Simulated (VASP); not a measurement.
Computed with eigenvalue-self-consistent GW0 on PBE orbitals, VASP's PBE PAW potentials (set 64) (plane waves; VASP).

VASP input:

**POSCAR**
```
ZnS
1
    0.0000000000     2.7050000000     2.7050000000
    2.7050000000     0.0000000000     2.7050000000
    2.7050000000     2.7050000000     0.0000000000
Zn S
1 1
Direct
  0.0000000000   0.0000000000   0.0000000000
  0.2500000000   0.2500000000   0.2500000000
```

**INCAR**
```
ALGO = EVGW0
ENCUT = 500
ENCUTGW = 200
GGA = PE
ISMEAR = 0
LASPH = T
LCHARG = F
LREAL = F
LSPECTRALGW = T
LWAVE = F
NBANDS = 160
NBANDSGW = 21
NELMGW = 4
NOMEGA = 64
PREC = Normal
SIGMA = 0.01
SYSTEM = ZnS
```

### KPOINTS
```
Automatic mesh
0
Gamma
4 4 4
0 0 0
```

POTCAR, in this order: Zn_sv_GW S_GW (PBE.64 set). Program: vasp_std. Read from the step before: WAVECAR, WAVEDER.

What VASP printed:

### OUTCAR
```
 ion  position               nearest neighbor table
   1  0.000  0.000  0.000-   2 2.34   2 2.34   2 2.34   2 2.34
   2  0.250  0.250  0.250-   1 2.34   1 2.34   1 2.34   1 2.34
  LATTYP: Found a face centered cubic cell.
 ALAT       =     5.4100000000
 Subroutine PRICEL returns:
 Original cell was already a primitive cell.
 Subroutine GETGRP returns: Found 24 space group operations
The static configuration has the point symmetry T_d .
The dynamic configuration has the point symmetry T_d .
 Subroutine INISYM returns: Found 24 space group operations
 Subroutine IBZKPT returns following result:
 Found      8 irreducible k-points:

 Following reciprocal coordinates:
            Coordinates               Weight
  0.000000  0.000000  0.000000      1.000000
  0.250000  0.000000  0.000000      8.000000
  0.500000  0.000000  0.000000      4.000000
  0.250000  0.250000  0.000000      6.000000
  0.500000  0.250000  0.000000     24.000000
 -0.250000  0.250000  0.000000     12.000000
  0.500000  0.500000  0.000000      3.000000
 -0.250000  0.500000  0.250000      6.000000
 Subroutine IBZKPT_HF returns following result:
   k-points           NKPTS =      8   k-points in BZ     NKDIM =     64   number of bands    NBANDS=    160
   number of dos      NEDOS =    301   number of ions     NIONS =      2
   total plane-waves  NPLWV =  13824
   dimension x,y,z NGX =    24 NGY =   24 NGZ =   24
   dimension x,y,z NGXF=    48 NGYF=   48 NGZF=   48
   ions per type =               1   1
   PREC   = normal    normal or accurate (medium, high low for compatibility)
   ISTART =      1    job   : 0-new  1-cont  2-samecut
   ICHARG =      0    charge: 1-file 2-atom 10-const
   ISPIN  =      1    spin polarized calculation?
   LNONCOLLINEAR =      F non collinear calculations
   LSORBIT =      F    spin-orbit coupling
   INIWAV =      1    electr: 0-lowe 1-rand  2-diag
   ENCUT  =  500.0 eV  36.75 Ry    6.06 a.u.   6.97  6.97  6.97*2*pi/ulx,y,z
   NELM   =     60;   NELMIN=  2; NELMDL=  0     # of ELM steps
   EDIFF  = 0.1E-03   stopping-criterion for ELM
   LREAL  =      F    real-space projection
   NLSPLINE    = F    spline interpolate recip. space projectors
   LMAXMIX     =    2 max onsite mixed and CHGCAR
   VOSKOWN=      0    Vosko Wilk Nusair interpolation
   EDIFFG = 0.1E-02   stopping-criterion for IOM
   NSW    =      0    number of steps for IOM
   NBLOCK =      1;   KBLOCK =      1    inner block; outer block
   IBRION =     -1    ionic relax: 0-MD 1-quasi-New 2-CG
   NFREE  =      0    steps in history (QN), initial steepest desc. (CG)
   ISIF   =      0    stress and relaxation
   ISYM   =      3    0-nonsym 1-usesym 2-fastsym
   TEIN   =    0.0    initial temperature
   TEBEG  =    0.0;   TEEND  =   0.0 temperature during run
   SMASS  =  -3.00    Nose mass-parameter (am)
   PSTRESS=    0.0 pullay stress
   NELECT =      26.0000    total number of electrons
   EFERMI =   0.00;   METHOD = LEGACY
   ISMEAR =     0;   SIGMA  =   0.01  broadening in eV -4-tet -1-fermi 0-gaus
   IALGO  =     38    algorithm
   LDIAG  =      T    sub-space diagonalisation (order eigenvalues)
   IMIX   =      4    mixing-type and parameters
     AMIX     =   0.40;   BMIX     =  1.00
     AMIX_MAG =   1.60;   BMIX_MAG =  1.00
     AMIN     =   0.10
   GGA     = PE    functional components
   VOSKOWN =     0    Vosko Wilk Nusair interpolation
   LHFCALC =     T    Hartree Fock is set to
   NKREDX  =     1    reduce k-point grid by
   AEXX    =    1.0000 exact exchange contribution
   HFSCREEN=    0.0000 screening length (either q_TF or 0.3 A-1)
   HFRCUT  =    0.0000 spherical cutoff for potential kernel
   AGGAX   =    0.0000 GGA exchange part
   ALDAC   =    0.0000 LDA correlation
   AGGAC   =    0.0000 GGA correlation
...
```

### OSZICAR
```
energies w=
    0.000    0.000    1.342    0.000    2.680    0.000    4.013    0.000
    5.338    0.000    6.652    0.000    7.954    0.000    9.241    0.000
   10.513    0.000   11.769    0.000   13.008    0.000   14.230    0.000
   15.436    0.000   16.626    0.000   17.801    0.000   18.963    0.000
   20.112    0.000   21.250    0.000   22.378    0.000   23.500    0.000
   24.616    0.000   25.729    0.000   26.841    0.000   27.955    0.000
   29.072    0.000   30.195    0.000   31.328    0.000   32.473    0.000
   33.634    0.000   34.813    0.000   36.014    0.000   37.241    0.000
   38.499    0.000   39.792    0.000   41.125    0.000   42.505    0.000
   43.936    0.000   45.427    0.000   46.986    0.000   48.622    0.000
   50.344    0.000   52.166    0.000   54.101    0.000   56.165    0.000
   58.378    0.000   60.761    0.000   63.341    0.000   66.150    0.000
   69.226    0.000   72.616    0.000   76.379    0.000   80.586    0.000
   85.328    0.000   90.721    0.000   96.917    0.000  104.116    0.000
  112.588    0.000  122.708    0.000  135.009    0.000  150.279    0.000
  169.730    0.000  195.328    0.000  230.491    0.000  281.729    0.000
NQ=   1    0.0000    0.0000    0.0000,
 performed        298000 updates of chi_q(r,r)
NQ=   2    0.2500    0.0000    0.0000,
 performed        784000 updates of chi_q(r,r)
NQ=   3    0.5000    0.0000    0.0000,
 performed       1216000 updates of chi_q(r,r)
NQ=   4    0.2500    0.2500    0.0000,
 performed       1702000 updates of chi_q(r,r)
NQ=   5    0.5000    0.2500    0.0000,
 performed       2336000 updates of chi_q(r,r)
NQ=   6   -0.2500    0.2500    0.0000,
 performed       2916000 updates of chi_q(r,r)
NQ=   7    0.5000    0.5000    0.0000,
 performed       3308000 updates of chi_q(r,r)
NQ=   8   -0.2500    0.5000    0.2500,
 performed       3781000 updates of chi_q(r,r)
 resolving degeneracies of screened two electron integrals
NQ=   1    0.0000    0.0000    0.0000,
 performed        298000 updates of chi_q(r,r)
NQ=   2    0.2500    0.0000    0.0000,
 performed        784000 updates of chi_q(r,r)
NQ=   3    0.5000    0.0000    0.0000,
 performed       1216000 updates of chi_q(r,r)
NQ=   4    0.2500    0.2500    0.0000,
 performed       1702000 updates of chi_q(r,r)
NQ=   5    0.5000    0.2500    0.0000,
 performed       2336000 updates of chi_q(r,r)
NQ=   6   -0.2500    0.2500    0.0000,
 performed       2916000 updates of chi_q(r,r)
NQ=   7    0.5000    0.5000    0.0000,
 performed       3308000 updates of chi_q(r,r)
NQ=   8   -0.2500    0.5000    0.2500,
 performed       3781000 updates of chi_q(r,r)
 resolving degeneracies of screened two electron integrals
NQ=   1    0.0000    0.0000    0.0000,
 performed        298000 updates of chi_q(r,r)
NQ=   2    0.2500    0.0000    0.0000,
 performed        784000 updates of chi_q(r,r)
NQ=   3    0.5000    0.0000    0.0000,
 performed       1216000 updates of chi_q(r,r)
NQ=   4    0.2500    0.2500    0.0000,
 performed       1702000 updates of chi_q(r,r)
NQ=   5    0.5000    0.2500    0.0000,
 performed       2336000 updates of chi_q(r,r)
NQ=   6   -0.2500    0.2500    0.0000,
 performed       2916000 updates of chi_q(r,r)
NQ=   7    0.5000    0.5000    0.0000,
 performed       3308000 updates of chi_q(r,r)
NQ=   8   -0.2500    0.5000    0.2500,
 performed       3781000 updates of chi_q(r,r)
 resolving degeneracies of screened two electron integrals
NQ=   1    0.0000    0.0000    0.0000,
 performed        298000 updates of chi_q(r,r)
NQ=   2    0.2500    0.0000    0.0000,
 performed        784000 updates of chi_q(r,r)
NQ=   3    0.5000    0.0000    0.0000,
 performed       1216000 updates of chi_q(r,r)
NQ=   4    0.2500    0.2500    0.0000,
 performed       1702000 updates of chi_q(r,r)
NQ=   5    0.5000    0.2500    0.0000,
 performed       2336000 updates of chi_q(r,r)
NQ=   6   -0.2500    0.2500    0.0000,
 performed       2916000 updates of chi_q(r,r)
NQ=   7    0.5000    0.5000    0.0000,
 performed       3308000 updates of chi_q(r,r)
NQ=   8   -0.2500    0.5000    0.2500,
 performed       3781000 updates of chi_q(r,r)
 resolving degeneracies of screened two electron integrals
```

**OUTCAR**
```


 k-point   1 :       0.0000    0.0000    0.0000
  band No. old QP-enery  QP-energies   sigma(KS)   T+V_ion+V_H  V^pw_x(r,r')   Z            occupation Imag(sigma)

      1    -136.3633    -136.6523     -53.8196     -82.9637     -68.8722       0.6881       2.0000       2.7550
      2     -85.2861     -85.4620     -47.3226     -38.2212     -61.3280       0.6828       2.0000       2.7940
      3     -85.2861     -85.4620     -47.3226     -38.2212     -61.3280       0.6828       2.0000       2.7940
      4     -85.2861     -85.4620     -47.3226     -38.2212     -61.3280       0.6828       2.0000       2.7940
      5     -11.5758     -11.5954     -14.7751       3.1723     -21.1972       0.7275       2.0000       2.0638
      6      -5.6668      -5.7017     -31.5159      25.8004     -39.9501       0.7156       2.0000       0.9808
      7      -5.6668      -5.7017     -31.5159      25.8004     -39.9501       0.7156       2.0000       0.9808
      8      -5.6668      -5.7017     -31.5159      25.8004     -39.9501       0.7156       2.0000       0.9808
      9      -5.2802      -5.3182     -33.8989      28.5657     -42.7399       0.7163       2.0000       0.9148
     10      -5.2802      -5.3182     -33.8989      28.5657     -42.7399       0.7163       2.0000       0.9148
     11       1.9907       1.9819     -17.8586      19.8381     -20.1890       0.7862       2.0000       0.3903
     12       1.9907       1.9819     -17.8586      19.8381     -20.1890       0.7862       2.0000       0.3903
     13       1.9907       1.9819     -17.8586      19.8381     -20.1890       0.7862       2.0000       0.3903
     14       5.8232       5.8217     -10.7577      16.5791      -6.7867       0.8138       0.0000      -0.3785
     15      10.3344      10.3341     -10.3182      20.6522      -6.0094       0.8091       0.0000      -0.4797
     16      10.3344      10.3341     -10.3182      20.6522      -6.0094       0.8091       0.0000      -0.4797
     17      10.3344      10.3341     -10.3182      20.6522      -6.0094       0.8091       0.0000      -0.4797
     18      15.8381      15.8384     -11.2354      27.0739      -6.3223       0.8005       0.0000      -0.7340
     19      15.8381      15.8384     -11.2354      27.0739      -6.3223       0.8005       0.0000      -0.7340
     20      15.7107      15.7115      -8.7951      24.5067      -3.5551       0.8189       0.0000      -0.8354
     21      18.2134      18.2139      -8.0075      26.2215      -2.8999       0.8219       0.0000      -0.9793

 k-point   2 :       0.2500    0.0000    0.0000
  band No. old QP-enery  QP-energies   sigma(KS)   T+V_ion+V_H  V^pw_x(r,r')   Z            occupation Imag(sigma)

      1    -136.3608    -136.6534     -53.8208     -82.9637     -68.8725       0.6906       2.0000       2.7542
      2     -85.2864     -85.4619     -47.3220     -38.2219     -61.3274       0.6817       2.0000       2.7938
      3     -85.2864     -85.4619     -47.3220     -38.2219     -61.3274       0.6817       2.0000       2.7938
      4     -85.2864     -85.4619     -47.3220     -38.2219     -61.3274       0.6817       2.0000       2.7938
      5     -11.1281     -11.1476     -15.0915       3.9365     -21.4255       0.7277       2.0000       1.9730
      6      -5.5538      -5.5865     -29.9224      24.3233     -37.8932       0.7234       2.0000       0.9719
      7      -5.6067      -5.6416     -31.7514      26.0960     -40.2202       0.7168       2.0000       0.9756
      8      -5.6067      -5.6416     -31.7514      26.0960     -40.2202       0.7168       2.0000       0.9756
      9      -5.2761      -5.3136     -33.8889      28.5607     -42.7372       0.7185       2.0000       0.9184
     10      -5.2761      -5.3136     -33.8889      28.5607     -42.7372       0.7185       2.0000       0.9184
     11      -1.1250      -1.1370     -17.8531      16.7127     -21.0698       0.7778       2.0000       0.5599
     12       1.4812       1.4722     -17.2813      18.7510     -19.6344       0.7838       2.0000       0.4097
     13       1.4812       1.4722     -17.2813      18.7510     -19.6344       0.7838       2.0000       0.4097
     14       7.2964       7.2953     -10.9134      18.2084      -6.8206       0.8084       0.0000      -0.4081
     15      10.7821      10.7818     -10.6358      21.4175      -6.1911       0.8030       0.0000      -0.5344
     16      10.9784      10.9782     -10.4993      21.4774      -6.0907       0.8060       0.0000      -0.5156
     17      10.9784      10.9782     -10.4993      21.4774      -6.0907       0.8060       0.0000      -0.5156
     18      14.9180      14.9183     -10.4999      25.4182      -5.7516       0.8061       0.0000      -0.6922
     19      14.9180      14.9183     -10.4999      25.4182      -5.7516       0.8061       0.0000      -0.6922
     20      15.7953      15.7960      -7.8221      23.6182      -2.9050       0.8201       0.0000      -0.7929
     21      19.8167      19.8173      -9.3083      29.1257      -3.7647       0.8195       0.0000      -1.1196

 k-point   3 :       0.5000    0.0000    0.0000
  band No. old QP-enery  QP-energies   sigma(KS)   T+V_ion+V_H  V^pw_x(r,r')   Z            occupation Imag(sigma)

      1    -136.3493    -136.6568     -53.8253     -82.9638     -68.8727       0.6993       2.0000       2.7520
      2     -85.2816     -85.4632     -47.3235     -38.2224     -61.3267       0.6871       2.0000       2.7925
      3     -85.2816     -85.4632     -47.3235     -38.2224     -61.3267       0.6871       2.0000       2.7925
      4     -85.2816     -85.4632     -47.3235     -38.2224     -61.3267       0.6871       2.0000       2.7925
      5     -10.5907     -10.6104     -15.6472       5.0293     -21.9145       0.7261       2.0000       1.8599
      6      -5.5681      -5.6033     -31.9278      26.3106     -40.4194       0.7166       2.0000       0.9692
      7      -5.5681      -5.6033     -31.9278      26.3106     -40.4194       0.7166       2.0000       0.9692
      8      -5.2443      -5.2812     -34.0237      28.7280     -42.9113       0.7195       2.0000       0.9240
      9      -5.2443      -5.2812     -34.0237      28.7280     -42.9113       0.7195       2.0000       0.9240
     10      -4.9990      -5.0319     -33.1516      28.1071     -41.8631       0.7233       2.0000       0.9565
     11      -3.6763      -3.6882     -13.6532       9.9616     -16.6832       0.7783       2.0000       0.7799
     12       1.0458       1.0365     -16.7693      17.8032     -19.1485       0.7833       2.0000       0.4304
     13       1.0458       1.0365     -16.7693      17.8032     -19.1485       0.7833       2.0000       0.4304
     14       7.1405       7.1393     -10.9534      18.0924      -6.9638       0.8128       0.0000      -0.3953
     15      10.8314      10.8312     -10.4020      21.2331      -6.1429       0.8086       0.0000      -0.5006
     16      10.8314      10.8312     -10.4020      21.2331      -6.1429       0.8086       0.0000      -0.5006
     17      12.6118      12.6120      -9.7574      22.3695      -4.9104       0.7994       0.0000      -0.6932
     18      15.9092      15.9099      -8.5352      24.4452      -3.3584       0.8123       0.0000      -0.8319
     19      17.5254      17.5260     -10.9627      28.4889      -5.4631       0.8017       0.0000      -0.9401
     20      17.5254      17.5260     -10.9627      28.4889      -5.4631       0.8017       0.0000      -0.9401
     21      19.5651      19.5656     -10.7453      30.3111      -4.9105       0.8116       0.0000      -1.1859

 k-point   4 :       0.2500    0.2500    0.0000
  band No. old QP-enery  QP-energies   sigma(KS)   T+V_ion+V_H  V^pw_x(r,r')   Z            occupation Imag(sigma)

      1    -136.3639    -136.6522     -53.8197     -82.9637     -68.8726       0.6873       2.0000       2.7547
      2     -85.2842     -85.4625     -47.3227     -38.2221     -61.3271       0.6841       2.0000       2.7932
      3     -85.2842     -85.4625     -47.3227     -38.2221     -61.3271       0.6841       2.0000       2.7932
      4     -85.2842     -85.4625     -47.3227     -38.2221     -61.3271       0.6841       2.0000       2.7932
      5     -10.9786     -10.9981     -15.2039       4.1985     -21.5103       0.7281       2.0000       1.9429
      6      -5.6391      -5.6723     -29.3867      23.7017     -37.2357       0.7227       2.0000       0.9729
      7      -5.5315      -5.5657     -32.0058      26.4267     -40.5160       0.7193       2.0000       0.9730
      8      -5.5315      -5.5657     -32.0058      26.4267     -40.5160       0.7193       2.0000       0.9730
      9      -5.3031      -5.3404     -33.5706      28.2154     -42.3612       0.7164       2.0000       0.9246
     10      -5.2453      -5.2826     -34.0416      28.7443     -42.9162       0.7189       2.0000       0.9158
     11      -0.8259      -0.8379     -18.7206      17.8793     -21.9622       0.7780       2.0000       0.5378
     12       0.6443       0.6349     -16.5012      17.1335     -18.9509       0.7836       2.0000       0.4484
     13       0.6443       0.6349     -16.5012      17.1335     -18.9509       0.7836       2.0000       0.4484
     14       8.1423       8.1415     -10.0746      18.2159      -6.1041       0.8116       0.0000      -0.4252
     15       8.5106       8.5096     -11.2255      19.7349      -7.1072       0.8080       0.0000      -0.4316
     16      12.5768      12.5769     -10.9363      23.5132      -6.1536       0.8001       0.0000      -0.6242
     17      12.5768      12.5769     -10.9363      23.5132      -6.1536       0.8001       0.0000      -0.6242
     18      12.5913      12.5913      -9.9713      22.5627      -5.5995       0.8104       0.0000      -0.5752
     19      16.6122      16.6127     -10.8779      27.4906      -5.7072       0.8001       0.0000      -0.8023
     20      19.8074      19.8080      -9.5186      29.3267      -3.8822       0.8201       0.0000      -1.1395
     21      20.3823      20.3829      -8.4022      28.7852      -3.0249       0.8188       0.0000      -1.0741

 k-point   5 :       0.5000    0.2500    0.0000
  band No. old QP-enery  QP-energies   sigma(KS)   T+V_ion+V_H  V^pw_x(r,r')   Z            occupation Imag(sigma)

      1    -136.3571    -136.6567     -53.8225     -82.9638     -68.8728       0.6981       2.0000       2.7531
      2     -85.2816     -85.4646     -47.3234     -38.2225     -61.3265       0.6924       2.0000       2.7924
      3     -85.2816     -85.4646     -47.3234     -38.2225     -61.3265       0.6924       2.0000       2.7924
      4     -85.2816     -85.4646     -47.3234     -38.2225     -61.3265       0.6924       2.0000       2.7924
      5     -10.4408     -10.4603     -15.7912       5.3237     -22.0392       0.7286       2.0000       1.8301
...
```
(Selected blocks of OUTCAR.)

The mesh is coarse and the basis finite, so the quasiparticle values are not converged. VASP warned that its frequency grid is unfit for quasiparticle energies.

The compound is ZnS in the zinc blende structure. The cell was not relaxed at this level. The k-mesh is coarse (spacing up to 0.50 per Å, 2π included), so the numbers may not be converged in it.
